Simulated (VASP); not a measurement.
C:

```
C
1.0
     2.47000    0.00000    0.00000
    -1.23500    2.13908    0.00000
     0.00000    0.00000    6.79000
C
4
Direct
  0.00000 0.00000 0.00000
  0.00000 0.00000 0.50000
  0.33333 0.66667 0.00500
  0.66667 0.33333 0.50500
```

This is a stacking variant of graphite.

| Item | Value |
| --- | --- |
| Program | VASP 6.6.1 |
| Task | relaxation of cell and atoms |
| Functional | PBE |
| Dispersion | D3(BJ) |
| Potentials or basis | VASP PAW PBE potentials, release 64 (C) |
| Cutoff | 600 eV |
| k mesh | 12 × 12 × 4 |
| Occupations | gaussian, width 0.03 eV |
| Spin | no spin polarisation |

At the start: pressure -1.8 GPa; volume 8.97 Å³/atom.

How do energy, volume and symmetry change on relaxing?

Over 8 steps the energy falls by 5.4 meV/atom and the volume is 8.81 Å³/atom (-1.8 %); space group P6_3/mmc (No. 194, to 0.05 Å).

The path:
```tsv
step	energy change (eV)	largest force (eV/Å)	pressure (GPa)	volume (Å³)
1	0.0000	0.5667	-1.84	35.88
2	-0.0073	0.3439	3.81	35.34
3	-0.0193	0.0564	1.32	35.58
4	-0.0169	0.1108	-2.93	35.87
5	-0.0204	0.0035	-0.23	35.68
6	-0.0206	0.0029	-0.19	35.64
7	-0.0210	0.0012	-0.18	35.50
8	-0.0215	0.0022	-0.07	35.24
```

Final structure:
```xyz
4
Lattice="2.4654 0.0000 0.0000 -1.2327 2.1351 0.0000 0.0000 0.0000 6.6941" Properties=species:S:1:pos:R:3 pbc="T T T"
C    -1.2327    2.1351    0.0167
C     0.0000    0.0000    3.3637
C     0.0000    1.4234    0.0168
C     1.2327    0.7117    3.3639
```
